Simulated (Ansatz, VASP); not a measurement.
# Sn in two plane-wave programs, part 2 of 2

Aim: how closely do two programs agree when they are given the same cell, functional and k mesh? The cell is taken from a series of runs on this material, whose earlier steps may have relaxed, scaled, displaced or heated it; both programs get it as it stands.

VASP 6.6.1 and Ansatz 0.2.0.

So far: The starting structure; VASP: zone-centre phonons, PBEsol.

## Step 2: VASP: zone-centre phonons, PBEsol (continued)

Level of this step: PBEsol; plane waves and PAW (Sn_d) (VASP).

Numbers of over 12 decimals in the logs are rounded to 6 here.

OUTCAR, selected parts (step 2):

```text
ion  position               nearest neighbor table
   1  0.500  0.500  0.500-   2 2.82   2 2.82   2 2.83   2 2.83
   2  0.750  0.750  0.750-   1 2.82   1 2.82   1 2.83   1 2.83

  LATTYP: Found a body centered tetragonal cell.
 ALAT       =     4.6556375955
 C/A-ratio  =     1.3765134381

 Subroutine GETGRP returns: Found  4 space group operations
 (whereof  2 operations were pure point group operations)

The static configuration has the point symmetry C_1h.
 The point group associated with its full space group is C_2h.

   k-points           NKPTS =   1728   k-points in BZ     NKDIM =   1728   number of bands    NBANDS=     20

   dimension x,y,z NGX =    36 NGY =   36 NGZ =   36
   dimension x,y,z NGXF=    72 NGYF=   72 NGZF=   72

   ENCUT  =  500.0 eV  36.75 Ry    6.06 a.u.   8.38  8.38  8.49*2*pi/ulx,y,z

   NELECT =      28.0000    total number of electrons

 k-points in reciprocal lattice and weights: Points of the shifted mesh
   0.04166667  0.04166667  0.04166667       0.001
   0.04166667  0.04166667  0.12500000       0.001
   0.04166667  0.04166667  0.20833333       0.001
   0.04166667  0.04166667  0.29166667       0.001
   0.04166667  0.04166667  0.37500000       0.001
   0.04166667  0.04166667  0.45833333       0.001
   0.04166667  0.04166667  0.54166667       0.001
   0.04166667  0.04166667  0.62500000       0.001
   0.04166667  0.04166667  0.70833333       0.001
[...]
0.95833333  0.95833333  0.87500000       0.001
   0.95833333  0.95833333  0.95833333       0.001

 average (electrostatic) potential at core
       1-101.4692       2-101.4692

  Total       -0.0292163     -0.0292163      0.3206716     -0.0271352     -0.0124540     -0.0124540
  in kB       -0.6739808     -0.6739808      7.3974695     -0.6259733     -0.2872977     -0.2872982
  external PRESSURE =       2.0165026 kB  Pullay stress =       0.0000000 kB

  energy-cutoff  :      500.00
  volume of cell :       69.45
      direct lattice vectors                 reciprocal lattice vectors
     0.000000000  3.292032915  3.204273857    -0.151881835  0.151881835  0.156041594
     3.292032915  0.000000000  3.204273857     0.151881835 -0.151881835  0.156041594
     3.292032915  3.292032915  0.000000000     0.151881835  0.151881835 -0.156041594

 POSITION                                       TOTAL-FORCE (eV/Angst)
 -----------------------------------------------------------------------------------
      3.29190      3.29190      3.20348        -0.000738     -0.000738      0.000414
      4.93818      4.93818      4.80721         0.000738      0.000738     -0.000414
 -----------------------------------------------------------------------------------
    total drift:                               -0.000000     -0.000000      0.000000

 Eigenvectors and eigenvalues of the dynamical matrix
 ----------------------------------------------------

   1 f  =    5.672241 THz    35.639742 2PiTHz  189.205598 cm-1    23.458494 meV
             X         Y         Z           dx          dy          dz
      3.291903  3.291903  3.203478     0.464866    0.464866    0.260383
      4.938180  4.938180  4.807206    -0.464866   -0.464866   -0.260383

   2 f  =    5.555459 THz    34.905981 2PiTHz  185.310178 cm-1    22.975524 meV
             X         Y         Z           dx          dy          dz
      3.291903  3.291903  3.203478     0.184119    0.184119   -0.657420
      4.938180  4.938180  4.807206    -0.184119   -0.184119    0.657420

   3 f  =    5.318080 THz    33.414485 2PiTHz  177.392067 cm-1    21.993803 meV
             X         Y         Z           dx          dy          dz
      3.291903  3.291903  3.203478     0.500000   -0.500000   -0.000000
      4.938180  4.938180  4.807206    -0.500000    0.500000   -0.000000

   4 f  =    0.000000 THz     0.000001 2PiTHz    0.000003 cm-1     0.000000 meV
             X         Y         Z           dx          dy          dz
      3.291903  3.291903  3.203478     0.016694    0.231761   -0.667838
      4.938180  4.938180  4.807206     0.016694    0.231761   -0.667838

   5 f  =    0.000000 THz     0.000000 2PiTHz    0.000002 cm-1     0.000000 meV
             X         Y         Z           dx          dy          dz
      3.291903  3.291903  3.203478     0.083346    0.662720    0.232068
      4.938180  4.938180  4.807206     0.083346    0.662720    0.232068

   6 f/i=    0.000000 THz     0.000000 2PiTHz    0.000001 cm-1     0.000000 meV
             X         Y         Z           dx          dy          dz
      3.291903  3.291903  3.203478     0.701979   -0.084196   -0.011672
      4.938180  4.938180  4.807206     0.701979   -0.084196   -0.011672

 ELASTIC MODULI CONTR FROM IONIC RELAXATION (kBar)
 Direction    XX          YY          ZZ          XY          YZ          ZX
 --------------------------------------------------------------------------------
 XX          -2.4455      2.3253      0.0182      0.2145    -15.9201     19.8080
 YY           2.3253     -2.4455      0.0182      7.1932     15.5550    -18.7085
 ZZ           0.0182      0.0182     -0.0281     -1.3097      1.7563      1.1784
 XY           0.2145      7.1932     -1.3097   -234.9547      2.3404      5.4409
 YZ         -15.9201     15.5550      1.7563      2.3404   -232.2463     27.6248
 ZX          19.8080    -18.7085      1.1784      5.4409     27.6248   -240.4440
 --------------------------------------------------------------------------------
```

## Step 3: Ansatz: zone-centre phonons, PBEsol

Ansatz runs on its PAW soft_1 files.

The same cell, functional, mesh and smearing now go to Ansatz, which takes its cutoff from its data sets.

Input file input.yaml:

```yaml
crystal:
  lattice:
    - [0.0, 3.2920329145, 3.2042738566]
    - [3.2920329145, 0.0, 3.2042738566]
    - [3.2920329145, 3.2920329145, 0.0]
  atoms:
    - { symbol: Sn, position: [0.4998758812, 0.4998758812, 0.5000845138] }
    - { symbol: Sn, position: [0.7501241188, 0.7501241188, 0.7499154862] }
kpoints:
  mp_grid: { grid: [12, 12, 12], shift: [0.5, 0.5, 0.5] }
hamiltonian:
  xc: pbesol
  pseudopotentials: { kind: paw, azcp: { folder: soft_1 }, xc_functional: pbe }
scf:
  occupations: { method: gaussian, width: 0.015 }
output:
  eigenvalues: true
phonons:
  method: dfpt
```

Launch:

```console
$ ansatz run input.yaml --threads 4 --pin off --max-ram 10240MiB --backend cpu --events-out ev --progress --plain --runs-dir out
```

What it wrote:

```text
Engine: ansatz 0.2.0, aarch64-unknown-linux-gnu
Pseudopotentials: kind: paw
Pseudopotential: Sn, paw, valence charge 14, recommended cutoff 420 eV (normal), soft_1/Sn.paw.azcp
Functional definition: PBEsol
  exchange = pbesol_x
  correlation = pbesol_c
Crystal: 2 atoms, lattice volume = 69.453 Å³
Basis set: ecut = 420 eV, 1387 PW (Γ), exchange–correlation on 64×64×64 points (8 copies of the dense FFT grid, shifted against one another)
Bands: 18, of which v1, the nominal top of the filled ones, is band 14 counted from 1 (13 counted from 0)
Symmetry: 4 space group operations
k-points: 864 of 1728 (irreducible under 1 space group operation, time reversal used)
Non-local potential: Sn, projectors of the file, l = 0: 2, l = 1: 2, l = 2: 2, l = 3: 1
PAW form: soft (Blöchl's): semilocal exchange-correlation on the pseudo side does not see the compensation charge
PAW frozen core: Sn, regenerated for the run's functional, and the local potential with it (the file was generated under x = pbe(κ = 0.804, μ = 0.219515), c = pbe(β = 0.066725))
PAW one-centre angular grid: Sn, 590 points (default); XC on 64 Gauss nodes
Initial density: superposition of atomic densities (chi_scale 0.1, normalization cell)
Initial wavefunctions: pseudopotential atomic-orbital guess
Functional: x = pbesol(κ = 0.804, μ = 0.123457), c = pbesol(β = 0.046)
SCF iter   1: F=—  HF=-11899.713363 eV  |F-HF|=—  |Δ(HF+E_count)|=         —  Δρ=2.14e-2  dr2=3.35e-1  ethr=3.10e-3  ⟨swp⟩=6.0  Hψ=86288  notcnv=0
preconditioner: auto → none  [insulator: Δε(μ)=0.059 eV  Ē_g=19.889 eV  σ=0.015 eV  W_gap=0.99  n_scr=14 (ndim 8)  ℏωp=23.6 eV  f_vac=0.007  D(μ)=0.01/eV (n_scr^D=0)  ε∞_Penn≈2.4]
SCF iter   2: F=—  HF=-11899.650174 eV  |F-HF|=—  |Δ(HF+E_count)|=   6.32e-2  Δρ=9.67e-3  dr2=6.20e-2  ethr=1.20e-3  ⟨swp⟩=2.0  Hψ=25882  notcnv=0
SCF iter   3: F=—  HF=-11899.643044 eV  |F-HF|=—  |Δ(HF+E_count)|=   7.13e-3  Δρ=8.46e-4  dr2=3.24e-4  ethr=2.22e-4  ⟨swp⟩=2.7  Hψ=22358  notcnv=0
SCF iter   4: F=—  HF=-11899.643209 eV  |F-HF|=—  |Δ(HF+E_count)|=   1.66e-4  Δρ=3.55e-4  dr2=3.83e-5  ethr=1.16e-6  ⟨swp⟩=2.0  Hψ=30603  notcnv=0
SCF iter   5: F=—  HF=-11899.643212 eV  |F-HF|=—  |Δ(HF+E_count)|=   3.06e-6  Δρ=4.00e-5  dr2=8.40e-7  ethr=1.37e-7  ⟨swp⟩=2.0  Hψ=27649  notcnv=0
SCF iter   6: F=—  HF=-11899.643213 eV  |F-HF|=—  |Δ(HF+E_count)|=   2.24e-7  Δρ=4.24e-6  dr2=1.29e-8  ethr=3.00e-9  ⟨swp⟩=2.0  Hψ=27592  notcnv=0
SCF iter   7: F=—  HF=-11899.643213 eV  |F-HF|=—  |Δ(HF+E_count)|=   2.06e-8  Δρ=1.29e-6  dr2=1.57e-9  ethr=4.59e-11  ⟨swp⟩=3.0  Hψ=29719  notcnv=0
SCF iter   8: F=—  HF=-11899.643213 eV  |F-HF|=—  |Δ(HF+E_count)|=  2.13e-10  Δρ=2.26e-7  dr2=4.43e-11  ethr=5.61e-12  ⟨swp⟩=2.0  Hψ=27649  notcnv=0
SCF iter   9: F=-11899.643213 eV  HF=-11899.643213 eV  |F-HF|=3.64e-12  |Δ(HF+E_count)|=  5.46e-12  Δρ=2.75e-8  dr2=5.14e-13  ethr=1.00e-12  ⟨swp⟩=6.8  Hψ=71413  notcnv=0
SCF 1 converged in 9 iterations: F = -11899.643213 eV  dr2 = 5.14e-13
  greatest PAW one-centre occupation: 0.991 electrons in one spin orbital (limit 2), on the Sn atom at site 1 (counted from 0), in its partial waves of l = 2
DFPT response loops at Γ: preconditioner auto → Kerker (q_TF=auto, 2.345 Å⁻¹) (partly filled bands, converged f_vac=0.085); β = 1.00, the filter's whole step (`scf.mixing.beta` (0.50) is not read by the response loops under this deck's `scf.mixing.preconditioner`; to damp them name `kerker` or `kerker_dos`, under which they read `scf.mixing.beta`, and type it under 1.00, their step now; both keys bind the ground state too); Broyden in place of MSR1
SCF converged after 9 iterations
Free energy (F): -11899.643213 eV
Harris-Foulkes:  -11899.643213 eV  (|F-HF|=3.64e-12)
Internal energy: -11899.643189 eV  (E = F + TS)
E sigma→0 (E₀):  -11899.643201 eV
Entropy (-TS):   -0.000023 eV (-0.012 meV/atom)
Fermi energy:    7.533304 eV
--- Per-component energies (eV) ---
  E_band       = -254.665072
  E_kinetic    = 336.937273
  E_local      = -2641.705950  (includes V_loc(G=0)·N_el)
  E_nonlocal   = 293.832644
  E_hartree    = 1282.635904
  E_xc         = -248.987450
  E_vxc        = -160.342181  (∫ρ·V_xc dr)
  E_paw        = -8592.666148  (= ΣΔE_a)
  E_vpaw       = -648.659242  (= ΣTr[D̂ρ^β])
  E_aug_tail   = 0.000577  (compensation charges beyond the density's cutoff)
  E_ewald      = -2330.259719
  E_core_change = 0.569679  (= ΣΔE_core)
  E_smearing   = -0.000023  (= −TS)
  E_closure    = 0.000000  (closes the sum)
  Σ components = -11899.643213   (vs F -11899.643213, Δ=0.00e0)
--- Band table (eV; the first three rows and the last of 864) ---
  k-point 0: bands = [... 10 lower, -2.9818, 6.4327, 7.5103, 7.6057, 7.8053, 9.6470, 9.7587, 9.7671]
  k-point 1: bands = [... 10 lower, -2.8947, 5.5999, 7.2753, 7.4367, 8.1438, 9.8521, 9.9387, 10.1773]
  k-point 2: bands = [... 10 lower, -2.6788, 4.4362, 6.8901, 7.1600, 8.1471, 10.1780, 10.3966, 11.0161]
  k-point 863: bands = [... 10 lower, -1.3940, 1.2678, 6.1518, 6.4575, 7.6516, 10.6364, 10.8437, 13.1486]
--- Phonons (Γ-DFPT): 2 representative perturbations + reference, on 864 of 1728 k-points (Σ response iterations 6) ---
  k mesh reduced under 1 symmetry operation, with k and −k counted as one. Each operation leaves every solved perturbation unchanged. A smaller set is not used because it would not reduce the number of displacements times k-points to solve
  ASR residual: 3.809e-5 → 0.000e0 eV/Å²; symmetrization residual: 2.888e-6 eV/Å²
  ASR residual per site (eV/Å²): 3.81e-5 3.81e-5
  Γ frequencies (cm⁻¹): 0.00 0.00 0.00 176.82 185.83 189.41
  non-analytic LO–TO correction: not included (Born effective charges unavailable; polar crystals: no LO–TO splitting at Γ)
```

The column dr2 measures how far the density is from self-consistency, as an energy; F and HF (Harris–Foulkes) agree once it is small.

## Step 4: Differences

Known differences besides the potentials themselves: the cutoff is 420 eV in Ansatz and 500 eV in VASP; Ansatz makes its cores anew for this functional, VASP keeps those of its PBE data sets. Total energies have different zeros and are not compared.

The two programs side by side:

```
             quantity  Ansatz   VASP  difference
optical mode 1 (cm⁻¹)   176.8  177.4     -0.32 %
optical mode 2 (cm⁻¹)   185.8  185.3     +0.28 %
optical mode 3 (cm⁻¹)   189.4  189.2     +0.11 %
```

Modes are paired by rising frequency, not by their patterns, so a pair may set unlike modes beside each other; they are those without the splitting of longitudinal modes.

## Step 5: Outcome

```
r.m.s. difference of the optical zone-centre modes, each program's sorted by frequency (zone-centre phonons, PBEsol) : 0.46 cm⁻¹
```

What this shows: The r.m.s. difference of the optical zone-centre modes, each program's sorted by frequency is 0.46 cm⁻¹ (zone-centre phonons, PBEsol). How closely two codes agree says nothing of how well the functional describes the real material.

[Lines on the potential files, build, host, timing and source positions are cut from VASP's logs without a mark.]

[Logs are printed without paths, hosts, clocks, repeated set-up lines and the standing remarks that a program may print on its own settings, such as how far it seeks lower states.]

[Hosts, paths, dates, database ids (printed as entryN), source tags and the programs' standing remarks are cut or masked in the printed files.]
